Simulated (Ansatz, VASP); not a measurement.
# CsSnI3 in two plane-wave programs, part 2 of 3

One calculation is typed for both programs; each brings its own data sets. How far apart do they land? The cell is taken from a series of runs on this material, whose earlier steps may have relaxed, scaled, displaced or heated it; both programs get it as it stands.

VASP 6.6.1 and Ansatz 0.2.0.

So far: The starting structure; Ansatz: zone-centre phonons, PBEsol.

**3. VASP: zone-centre phonons, PBEsol**

Level of this step: PBEsol; plane waves and PAW (Cs_sv, Sn_d, I) (VASP).

The same cell, functional, mesh and smearing now go to VASP, with its own data sets.

Lines of VASP's logs that name or quote its potential files are left out, and so is its time.

INCAR reads:

```
SYSTEM = CsSnI3
PREC = Accurate
ENCUT = 500
EDIFF = 1E-08
NELM = 120
ISMEAR = 0
SIGMA = 0.01
LREAL = .FALSE.
ALGO = Normal
GGA = PS
NBANDS = 28
LORBIT = 11
LWAVE = .FALSE.
LCHARG = .FALSE.
ISIF = 2
IBRION = 8
LASPH = .TRUE.
GGA_COMPAT = .FALSE.
EFERMI = MIDGAP
KPAR = 2
```

POSCAR reads:

```
CsSnI3
1.0
    6.1365679280      0.0000000000      0.0000000000
    0.0000000000      6.1365679280      0.0000000000
    0.0000000000      0.0000000000      6.1365679280
Cs Sn I
1 1 3
Direct
    0.0000000000      0.0000000000      0.0000000000
    0.5000000000      0.5000000000      0.5000000000
    0.0000000000      0.5000000000      0.5000000000
    0.5000000000      0.0000000000      0.5000000000
    0.5000000000      0.5000000000      0.0000000000
```

KPOINTS reads:

```
Automatic mesh
0
Gamma
6 6 6
0 0 0
```

PAW data sets: Cs_sv, Sn_d and I (PBE family, release 64).

Started as:

```
mpirun -np 2 vasp_std
```

Output:

```text
[banner, memory and clock lines left out]
running    2 mpi-ranks, on    1 nodes
 distrk:  each k-point on    1 cores,    2 groups
 distr:  one band on    1 cores,    1 groups

 POSCAR found type information on POSCAR CsSnI
 POSCAR found :  3 types and       5 ions
|                                                                             |
|               ----> ADVICE to this user running VASP <----                  |
|                                                                             |
|     You enforced a specific xc type in the INCAR file but a different       |
|     [... a line on the potential file left out ...]
|     I HOPE YOU KNOW WHAT YOU ARE DOING!                                     |
|                                                                             |

 LDA part: xc-table for (Slater+PW92), standard interpolation
 POSCAR, INCAR and KPOINTS ok, starting setup
 FFT: planning ... GRIDC
 FFT: planning ... GRID_SOFT
 FFT: planning ... GRID
 WAVECAR not read
 entering main loop
       N       E                     dE             d eps       ncg     rms          rms(c)
DAV:   1     0.349283791392E+03    0.34928E+03   -0.18092E+04  1120   0.141E+03
DAV:   2     0.300746273115E+02   -0.31921E+03   -0.30736E+03  1296   0.289E+02
DAV:   3    -0.134039716840E+02   -0.43479E+02   -0.42922E+02  1364   0.120E+02
DAV:   4    -0.152355822549E+02   -0.18316E+01   -0.18271E+01  1388   0.279E+01
DAV:   5    -0.152946147689E+02   -0.59033E-01   -0.59022E-01  1724   0.491E+00    0.470E+00
DAV:   6    -0.150960872946E+02    0.19853E+00   -0.35590E-01  1468   0.346E+00    0.302E+00
DAV:   7    -0.150782644912E+02    0.17823E-01   -0.25567E-01  1472   0.225E+00    0.841E-01
DAV:   8    -0.150789050703E+02   -0.64058E-03   -0.39209E-02  1276   0.134E+00    0.282E-01
DAV:   9    -0.150789987246E+02   -0.93654E-04   -0.24705E-03  1424   0.390E-01    0.830E-02
DAV:  10    -0.150791870826E+02   -0.18836E-03   -0.43982E-04  1416   0.103E-01    0.345E-02
DAV:  11    -0.150792257146E+02   -0.38632E-04   -0.28332E-04  1384   0.116E-01    0.390E-02
DAV:  12    -0.150792215376E+02    0.41769E-05   -0.29561E-05  1384   0.277E-02    0.251E-02
DAV:  13    -0.150792207780E+02    0.75960E-06   -0.24799E-06  1532   0.931E-03    0.888E-03
DAV:  14    -0.150792200955E+02    0.68253E-06   -0.34163E-06  1496   0.135E-02    0.491E-03
DAV:  15    -0.150792202406E+02   -0.14510E-06   -0.24610E-07  1316   0.206E-03    0.329E-03
DAV:  16    -0.150792203729E+02   -0.13225E-06   -0.94571E-08  1488   0.246E-03    0.158E-03
DAV:  17    -0.150792203334E+02    0.39490E-07   -0.77583E-09   840   0.786E-04    0.293E-04
DAV:  18    -0.150792203210E+02    0.12321E-07   -0.14192E-09   744   0.234E-04    0.117E-04
DAV:  19    -0.150792203202E+02    0.83037E-09   -0.28019E-10   744   0.135E-04
   1 F= -.15079220E+02 E0= -.15079220E+02  d E =-.393911E-15
 Linear response reoptimize wavefunctions to high precision
DAV:   1    -0.150792203233E+02   -0.31250E-08   -0.66969E-11   724   0.887E-05
DAV:   2    -0.150792203234E+02   -0.92314E-10   -0.24602E-11   728   0.365E-05
 Linear response DOF=           4
 Linear response progress:
  Degree of freedom:   1/  4
       N       E                     dE             d eps       ncg     rms          rms(c)
RMM:   1    -0.194430337012E+00   -0.19443E+00    0.92096E-02  4228   0.890E-01
RMM:   2    -0.196519320099E+00   -0.20890E-02   -0.39960E-03  3947   0.198E-01    0.168E-02
RMM:   3    -0.196699235648E+00   -0.17992E-03   -0.23842E-04  4154   0.537E-02    0.862E-03
RMM:   4    -0.196780102558E+00   -0.80867E-04   -0.28403E-05  4197   0.157E-02    0.338E-03
RMM:   5    -0.196798899268E+00   -0.18797E-04   -0.17584E-06  4279   0.457E-03    0.123E-03
RMM:   6    -0.196800049940E+00   -0.11507E-05   -0.26349E-07  4302   0.178E-03    0.511E-04
RMM:   7    -0.196792931686E+00    0.71183E-05   -0.39113E-08  4341   0.610E-04    0.134E-04
RMM:   8    -0.196791918551E+00    0.10131E-05   -0.20918E-08  4337   0.204E-04    0.333E-05
RMM:   9    -0.196791818228E+00    0.10032E-06   -0.19598E-08  4216   0.112E-04    0.140E-05
RMM:  10    -0.196791783385E+00    0.34843E-07   -0.27952E-08  4376   0.743E-05    0.398E-06
RMM:  11    -0.196791814973E+00   -0.31588E-07   -0.96867E-09  4526   0.569E-05    0.158E-06
RMM:  12    -0.196791814609E+00    0.36411E-09   -0.13930E-08  3935   0.522E-05    0.728E-07
 first order change of Fermi-energy  -0.34334E-04
 force on displaced ion       1 direction 1 :  -0.033   0.000  -0.000
 Linear response progress:
  Degree of freedom:   2/  4
       N       E                     dE             d eps       ncg     rms          rms(c)
RMM:   1    -0.220587498546E+00   -0.22059E+00    0.29769E-01  2871   0.820E+00
RMM:   2    -0.225243443382E+00   -0.46559E-02   -0.16117E-02  3824   0.581E-01    0.111E-01
RMM:   3    -0.225019884679E+00    0.22356E-03   -0.11466E-03  4232   0.156E-01    0.676E-02
RMM:   4    -0.224684054532E+00    0.33583E-03   -0.11635E-04  4214   0.541E-02    0.117E-02
RMM:   5    -0.224690269046E+00   -0.62145E-05   -0.13194E-05  4417   0.171E-02    0.451E-03
RMM:   6    -0.224706392027E+00   -0.16123E-04   -0.21811E-06  4356   0.635E-03    0.191E-03
RMM:   7    -0.224709967344E+00   -0.35753E-05   -0.59498E-07  4509   0.237E-03    0.941E-04
RMM:   8    -0.224709264417E+00    0.70293E-06    0.19425E-07  4257   0.114E-03    0.109E-04
RMM:   9    -0.224709276888E+00   -0.12472E-07    0.37080E-07  4556   0.526E-04    0.134E-04
RMM:  10    -0.224709376969E+00   -0.10008E-06    0.25493E-07  4594   0.254E-04    0.748E-05
RMM:  11    -0.224709425229E+00   -0.48260E-07    0.22403E-07  4831   0.137E-04    0.637E-05
RMM:  12    -0.224709397746E+00    0.27482E-07    0.11695E-07  4324   0.936E-05    0.385E-05
RMM:  13    -0.224709362725E+00    0.35021E-07    0.40336E-08  4484   0.628E-05    0.554E-06
RMM:  14    -0.224709362774E+00   -0.48426E-10   -0.55292E-09  4320   0.461E-05    0.730E-06
 first order change of Fermi-energy  -0.27131E-03
 force on displaced ion       2 direction 1 :  -0.915  -0.000   0.000
 Linear response progress:
  Degree of freedom:   3/  4
       N       E                     dE             d eps       ncg     rms          rms(c)
RMM:   1    -0.895501251730E-01   -0.89550E-01    0.84950E-02  4744   0.843E-01
RMM:   2    -0.896610255244E-01   -0.11090E-03   -0.25468E-03  4096   0.174E-01    0.887E-02
RMM:   3    -0.899429207281E-01   -0.28190E-03   -0.25728E-04  4249   0.579E-02    0.764E-02
RMM:   4    -0.903150462052E-01   -0.37213E-03   -0.65436E-05  3939   0.331E-02    0.954E-03
RMM:   5    -0.903273790804E-01   -0.12333E-04   -0.31722E-06  4475   0.900E-03    0.500E-03
RMM:   6    -0.903261679527E-01    0.12111E-05   -0.40807E-07  4133   0.295E-03    0.896E-04
RMM:   7    -0.903324949399E-01   -0.63270E-05    0.11632E-07  4444   0.914E-04    0.325E-04
RMM:   8    -0.903329469996E-01   -0.45206E-06    0.14712E-07  4227   0.366E-04    0.111E-04
RMM:   9    -0.903321993276E-01    0.74767E-06    0.32433E-07  4536   0.147E-04    0.282E-05
RMM:  10    -0.903323014149E-01   -0.10209E-06   -0.16251E-07  4291   0.812E-05    0.138E-05
RMM:  11    -0.903322941762E-01    0.72388E-08    0.36446E-08  4687   0.505E-05    0.582E-06
 first order change of Fermi-energy   0.78946E-03
 force on displaced ion       3 direction 1 :  -1.300   0.000   0.000
 Linear response progress:
  Degree of freedom:   4/  4
       N       E                     dE             d eps       ncg     rms          rms(c)
RMM:   1    -0.908337194508E-01   -0.90834E-01    0.55572E-02  7232   0.766E-01
RMM:   2    -0.906081041718E-01    0.22562E-03   -0.16683E-03  6624   0.161E-01    0.410E-02
RMM:   3    -0.907511411063E-01   -0.14304E-03   -0.15089E-04  7005   0.464E-02    0.134E-02
RMM:   4    -0.908475247598E-01   -0.96384E-04   -0.14425E-05  6938   0.133E-02    0.742E-03
RMM:   5    -0.909451852436E-01   -0.97660E-04   -0.73180E-06  6502   0.953E-03    0.268E-03
RMM:   6    -0.909439917686E-01    0.11935E-05   -0.54643E-07  6938   0.337E-03    0.946E-04
RMM:   7    -0.909372203954E-01    0.67714E-05   -0.63634E-08  6983   0.933E-04    0.250E-04
RMM:   8    -0.909385995416E-01   -0.13791E-05   -0.39570E-10  6740   0.355E-04    0.141E-04
RMM:   9    -0.909384449187E-01    0.15462E-06    0.58542E-09  7043   0.155E-04    0.452E-05
RMM:  10    -0.909384832852E-01   -0.38366E-07    0.39837E-08  7002   0.897E-05    0.152E-05
RMM:  11    -0.909384856147E-01   -0.23295E-08   -0.54687E-08  7700   0.531E-05    0.865E-06
 first order change of Fermi-energy   0.69472E-04
 force on displaced ion       3 direction 2 :   0.000  -0.113   0.000
 Linear response finished
```

(Part 2 of 3 ends here.)

[Lines on the potential files, build, host, timing and source positions are cut from VASP's logs without a mark.]

[Logs are printed without paths, hosts, clocks, repeated set-up lines and the standing remarks that a program may print on its own settings, such as how far it seeks lower states.]

[Hosts, paths, dates, database ids (printed as entryN), source tags and the programs' standing remarks are cut or masked in the printed files.]
